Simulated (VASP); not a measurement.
# AlIrBr4 (P-42c) in VASP: single point with PBE

Aim: the single point of AlIrBr4 with PBE.

Program: VASP 6.6.1. These are calculated values, not measurements. Logs are shortened: lines on timing, memory, paths and dates and some standing lists are left out, and cuts for length are marked.

### 1 The crystal as given

It takes space group P-42c (No. 112, tetragonal). Conventional cell: a = 5.817 Å, b = 5.817 Å, c = 10.762 Å, α = 90.00°, β = 90.00°, γ = 90.00°. Around Ir (site symmetry -4) lie 4 Br at 2.52 Å. Around Al (site symmetry 222) lie 4 Br at 2.34 Å. Around Br (site symmetry 1) lie 1 Al at 2.34 Å and 1 Ir at 2.52 Å.

The cell was built by a generator and needn't be a form met in nature.

### 2 Single point, PBE

Contents of INCAR:

```
  PREC = Accurate
  ENCUT = 520
  EDIFF = 1E-7
  ISMEAR = -1
  SIGMA = 0.1
  LREAL = False
  LASPH = True
  NELM = 60
  ALGO = Fast
  ISIF = 2
  LWAVE = False
  LCHARG = False
  GGA = PE
  NBANDS = 52
```

Contents of KPOINTS:

```
Automatic mesh
0
Gamma
  6 6 3
```

Contents of POSCAR:

```
AlIrBr4
1.0
    5.8171780000      0.0000000000      0.0000000000
    0.0000000000      5.8171780000      0.0000000000
    0.0000000000      0.0000000000     10.7619970000
Ir Al Br
2 2 8
Direct
    0.5000000000      0.5000000000      0.5000000000
    0.5000000000      0.5000000000      0.0000000000
    0.5000000000      0.0000000000      0.2500000000
    0.0000000000      0.5000000000      0.7500000000
    0.7409100000      0.2288300000      0.3725700000
    0.2288300000      0.2590900000      0.6274300000
    0.2590900000      0.7711700000      0.3725700000
    0.7711700000      0.7409100000      0.6274300000
    0.7409100000      0.7711700000      0.1274300000
    0.2288300000      0.7409100000      0.8725700000
    0.2590900000      0.2288300000      0.1274300000
    0.7711700000      0.2590900000      0.8725700000
```

Potentials or basis: VASP PAW PBE potentials, release 64 (Ir, Al, Br).

Command:

```sh
> cat potpaw_PBE.64/Ir/POTCAR potpaw_PBE.64/Al/POTCAR potpaw_PBE.64/Br/POTCAR > POTCAR
> mpirun -np 1 vasp_std > vasp.out
```

OUTCAR:

```text
PREC = Accurate
   ENCUT = 520
   EDIFF = 1E-7
   ISMEAR = -1
   LREAL = False
   LASPH = True
   NELM = 60
   ISIF = 2
   GGA = PE

 ion  position               nearest neighbor table
   1  0.500  0.500  0.500-   5 2.52   6 2.52   7 2.52   8 2.52
   2  0.500  0.500  0.000-   9 2.52  10 2.52  11 2.52  12 2.52
   3  0.500  0.000  0.250-   5 2.34   7 2.34   9 2.34  11 2.34
   4  0.000  0.500  0.750-   6 2.34   8 2.34  10 2.34  12 2.34
   5  0.741  0.229  0.373-   3 2.34   1 2.52
   6  0.229  0.259  0.627-   4 2.34   1 2.52
   7  0.259  0.771  0.373-   3 2.34   1 2.52
   8  0.771  0.741  0.627-   4 2.34   1 2.52
   9  0.741  0.771  0.127-   3 2.34   2 2.52
  10  0.229  0.741  0.873-   4 2.34   2 2.52
  11  0.259  0.229  0.127-   3 2.34   2 2.52
  12  0.771  0.259  0.873-   4 2.34   2 2.52

  LATTYP: Found a simple tetragonal cell.
 ALAT       =     5.8171780000
 C/A-ratio  =     1.8500374236

  Lattice vectors:

 A1 = (   5.8171780000,   0.0000000000,   0.0000000000)
 A2 = (   0.0000000000,   5.8171780000,   0.0000000000)
 A3 = (   0.0000000000,   0.0000000000,  10.7619970000)

Analysis of symmetry for initial positions (statically):
=====================================================================
 Subroutine PRICEL returns:
 Original cell was already a primitive cell.

 Routine SETGRP: Setting up the symmetry group for a
 simple tetragonal supercell.

 Subroutine GETGRP returns: Found  8 space group operations
 (whereof  4 operations were pure point group operations)
 out of a pool of 16 trial point group operations.

The static configuration has the point symmetry S_4 .
 The point group associated with its full space group is D_2d.

Analysis of symmetry for dynamics (positions and initial velocities):
=====================================================================
 Subroutine PRICEL returns:
 Original cell was already a primitive cell.

 Routine SETGRP: Setting up the symmetry group for a
 simple tetragonal supercell.

 Subroutine GETGRP returns: Found  8 space group operations
 (whereof  4 operations were pure point group operations)
 out of a pool of 16 trial point group operations.

The dynamic configuration has the point symmetry S_4 .
 The point group associated with its full space group is D_2d.

 Subroutine INISYM returns: Found  8 space group operations
 (whereof  4 operations are pure point group operations),
 and found     1 'primitive' translations

----------------------------------------------------------------------------------------

                                     Primitive cell

  volume of cell :     364.1812

  direct lattice vectors                    reciprocal lattice vectors
     5.817178000  0.000000000  0.000000000     0.171904659  0.000000000  0.000000000
     0.000000000  5.817178000  0.000000000     0.000000000  0.171904659  0.000000000
     0.000000000  0.000000000 10.761997000     0.000000000  0.000000000  0.092919558

  length of vectors
     5.817178000  5.817178000 10.761997000     0.171904659  0.171904659  0.092919558

  position of ions in fractional coordinates (direct lattice)
     0.500000000  0.500000000  0.500000000
     0.500000000  0.500000000  0.000000000
     0.500000000  0.000000000  0.250000000
     0.000000000  0.500000000  0.750000000
     0.740910000  0.228830000  0.372570000
     0.228830000  0.259090000  0.627430000
     0.259090000  0.771170000  0.372570000
     0.771170000  0.740910000  0.627430000
     0.740910000  0.771170000  0.127430000
     0.228830000  0.740910000  0.872570000
     0.259090000  0.228830000  0.127430000
     0.771170000  0.259090000  0.872570000

  ion indices of the primitive-cell ions
   primitive index   ion index
                 1           1
                 2           2
                 3           3
                 4           4
                 5           5
                 6           6
                 7           7
                 8           8
                 9           9
                10          10
                11          11
                12          12

----------------------------------------------------------------------------------------

 KPOINTS: Automatic mesh

Automatic generation of k-mesh.
 Grid dimensions read from file:
 generate k-points for:    6    6    3

 Generating k-lattice:

  Cartesian coordinates                     Fractional coordinates (reciprocal lattice)
     0.028650776  0.000000000  0.000000000     0.166666667  0.000000000  0.000000000
     0.000000000  0.028650776  0.000000000     0.000000000  0.166666667  0.000000000
     0.000000000  0.000000000  0.030973186     0.000000000  0.000000000  0.333333333

  Length of vectors
     0.028650776  0.028650776  0.030973186

  Shift w.r.t. Gamma in fractional coordinates (k-lattice)
     0.000000000  0.000000000  0.000000000

 Subroutine IBZKPT returns following result:
 ===========================================

 Found     20 irreducible k-points:

 Following reciprocal coordinates:
            Coordinates               Weight
  0.000000  0.000000  0.000000      1.000000
  0.166667  0.000000  0.000000      4.000000
  0.333333  0.000000  0.000000      4.000000
  0.500000  0.000000  0.000000      2.000000
  0.166667  0.166667  0.000000      4.000000
  0.333333  0.166667  0.000000      8.000000
[... 12 lines left out ...]
  0.500000  0.333333  0.333333      8.000000
  0.500000  0.500000  0.333333      2.000000
   k-points           NKPTS =     20   k-points in BZ     NKDIM =     20   number of bands    NBANDS=     52
   number of dos      NEDOS =    301   number of ions     NIONS =     12
   total plane-waves  NPLWV = 184320
   dimension x,y,z NGX =    48 NGY =   48 NGZ =   80
   dimension x,y,z NGXF=    96 NGYF=   96 NGZF=  160
   ions per type =               2   2   8
   NGX,Y,Z   is equivalent  to a cutoff of  13.72, 13.72, 12.36 a.u.
   NGXF,Y,Z  is equivalent  to a cutoff of  27.44, 27.44, 24.72 a.u.
 SYSTEM =  unknown system
   PREC   = accura    normal or accurate (medium, high low for compatibility)
   ISTART =      0    job   : 0-new  1-cont  2-samecut
   ICHARG =      2    charge: 1-file 2-atom 10-const
   ISPIN  =      1    spin polarized calculation?
   LNONCOLLINEAR =      F non collinear calculations
   LSORBIT =      F    spin-orbit coupling
   LASPH  =      T    aspherical Exc in radial PAW
   ENCUT  =  520.0 eV  38.22 Ry    6.18 a.u.  10.82 10.82 20.01*2*pi/ulx,y,z
   NELM   =     60;   NELMIN=  2; NELMDL= -5     # of ELM steps
   EDIFF  = 0.1E-06   stopping-criterion for ELM
   LREAL  =      F    real-space projection
   EDIFFG = 0.1E-05   stopping-criterion for IOM
   NSW    =      0    number of steps for IOM
   IBRION =     -1    ionic relax: 0-MD 1-quasi-New 2-CG
   NFREE  =      0    steps in history (QN), initial steepest desc. (CG)
   ISIF   =      2    stress and relaxation
   ISYM   =      2    0-nonsym 1-usesym 2-fastsym
   POTIM  = 0.5000    time-step for ionic-motion
   TEBEG  =    0.0;   TEEND  =   0.0 temperature during run
   PSTRESS=    0.0 pullay stress
   NELECT =      80.0000    total number of electrons
   NUPDOWN=      -1.0000    fix difference up-down
   EMIN   =  10.00;   EMAX   =-10.00  energy-range for DOS
   EFERMI =   0.00;   METHOD = LEGACY
   ISMEAR =    -1;   SIGMA  =   0.10  broadening in eV -4-tet -1-fermi 0-gaus
   EFERMI_NEDOS =   21; number of points for ismear=-14 and -15
   IALGO  =     68    algorithm
   IMIX   =      4    mixing-type and parameters
     AMIX     =   0.40;   BMIX     =  1.00
     AMIX_MAG =   1.60;   BMIX_MAG =  1.00
  volume/ion in A,a.u.               =      30.35       204.80
  Fermi-wavevector in a.u.,A,eV,Ry     =   0.987792  1.866657 13.275662  0.975734
  Thomas-Fermi vector in A             =   2.119272
   LORBIT       =      0    0 simple, 1 ext, 2 COOP (PROOUT), +10 PAW based schemes
   GGA     = PE    functional components
   LHFCALC =     F    Hartree Fock is set to
   AEXX    =    0.0000 exact exchange contribution
   IVDW    =     0    specifies the selected vdW correction
   LEPSILON=     F    determine dielectric tensor
   LRPA    =     F    only Hartree local field effects (RPA)
 non-spin polarized calculation
 RMM-DIIS sequential band-by-band and
  energy-cutoff  :      520.00
  volume of cell :      364.18
 maximum number of plane-waves:      9846
 NGX is ok and might be reduce to    48
   NGX = 21   NGY = 21   NGZ = 41

 number of electron      80.0000019 magnetization

 Free energy of the ion-electron system (eV)
  ---------------------------------------------------
  ext. energy  EPLUGINS =         0.00000000
  ---------------------------------------------------
  free energy    TOTEN  =       -40.24718714 eV

  energy without entropy =      -39.71743394  energy(sigma->0) =      -39.98231054

 E-fermi :   2.3126     XC(G=0):  -8.1956

 val. band max:        2.3051108172   @ k =   0.3333   0.3333   0.3333
 cond. band min:       2.3261590764   @ k =   0.1667   0.1667   0.0000
 fundamental gap:      0.0210482592
 Fermi energy:         2.3126141803

 k-point     1 :       0.0000    0.0000    0.0000
  band No.  band energies     occupation
      1     -14.3137      2.00000
      2     -14.0865      2.00000
      3     -13.8881      2.00000
      4     -13.6957      2.00000
      5     -13.6957      2.00000
      6     -13.6814      2.00000
[... 44 lines left out ...]
     51       6.8544      0.00000
     52       6.9330      0.00000

 k-point     2 :       0.1667    0.0000    0.0000
  band No.  band energies     occupation
      1     -14.2838      2.00000
      2     -14.0763      2.00000
      3     -13.8751      2.00000
      4     -13.7211      2.00000
      5     -13.7027      2.00000
      6     -13.7012      2.00000
[... 982 lines left out ...]
 k-point    20 :       0.5000    0.5000    0.3333
  band No.  band energies     occupation
      1     -14.0211      2.00000
      2     -14.0211      2.00000
      3     -13.8220      2.00000
      4     -13.8168      2.00000
      5     -13.7822      2.00000
      6     -13.7659      2.00000
[... 44 lines left out ...]
     51       7.7605      0.00000
     52       8.0170      0.00000

------------------------ aborting loop because EDIFF is reached ----------------------------------------

  FORCE on cell =-STRESS in cart. coord.  units (eV):
  Direction    XX          YY          ZZ          XY          YZ          ZX
  --------------------------------------------------------------------------------------
  -------------------------------------------------------------------------------------
  Total        2.7775556      2.7775556      1.9058710      0.0000000     -0.0000000      0.0000000
  in kB       12.2195657     12.2195657      8.3846803      0.0000000     -0.0000000      0.0000000
  external PRESSURE =      10.9412705 kB  Pullay stress =       0.0000000 kB

 VOLUME and BASIS-vectors are now :
 -----------------------------------------------------------------------------
  energy-cutoff  :      520.00
  volume of cell :      364.18
      direct lattice vectors                 reciprocal lattice vectors
     5.817178000  0.000000000  0.000000000     0.171904659  0.000000000  0.000000000
     0.000000000  5.817178000  0.000000000     0.000000000  0.171904659  0.000000000
     0.000000000  0.000000000 10.761997000     0.000000000  0.000000000  0.092919558

 POSITION                                       TOTAL-FORCE (eV/Angst)
 -----------------------------------------------------------------------------------
      2.90859      2.90859      5.38100        -0.000000     -0.000000      0.000000
      2.90859      2.90859      0.00000        -0.000000     -0.000000      0.000000
      2.90859      0.00000      2.69050        -0.000000     -0.000000      0.000000
      0.00000      2.90859      8.07150        -0.000000     -0.000000      0.000000
      4.31001      1.33114      4.00960         0.168280     -0.065145     -0.030514
      1.33114      1.50717      6.75240        -0.065145     -0.168280      0.030514
      1.50717      4.48603      4.00960        -0.168280      0.065145     -0.030514
      4.48603      4.31001      6.75240         0.065145      0.168280      0.030514
      4.31001      4.48603      1.37140         0.168280      0.065145      0.030514
      1.33114      4.31001      9.39060        -0.065145      0.168280     -0.030514
      1.50717      1.33114      1.37140        -0.168280     -0.065145      0.030514
      4.48603      1.50717      9.39060         0.065145     -0.168280     -0.030514
 -----------------------------------------------------------------------------------
    total drift:                               -0.000000     -0.000000     -0.000000

  FREE ENERGIE OF THE ION-ELECTRON SYSTEM (eV)
  ---------------------------------------------------
  free  energy   TOTEN  =       -40.2471871391 eV

  energy  without entropy=      -39.7174339406  energy(sigma->0) =      -39.98231054
```

It took 5.6 min on 1 thread of AMD EPYC 9R45 (Zen 5), shared host; peak memory 0.6 GiB.

What came out:

```yaml
Free_energy: -40.2472 eV
Pressure: 1.1 GPa
Largest_force: 0.183 eV/Å
Band_gap_on_the_k_mesh: none (metal or under the smearing width)
```

Forces in eV/Å, atoms in the order of the input:
```
Ir   0.000  0.000  0.000
Ir   0.000  0.000  0.000
Al   0.000  0.000  0.000
Al   0.000  0.000  0.000
Br   0.168 -0.065 -0.031
Br  -0.065 -0.168  0.031
Br  -0.168  0.065 -0.031
Br   0.065  0.168  0.031
Br   0.168  0.065  0.031
Br  -0.065  0.168 -0.031
Br  -0.168 -0.065  0.031
Br   0.065 -0.168 -0.031
```
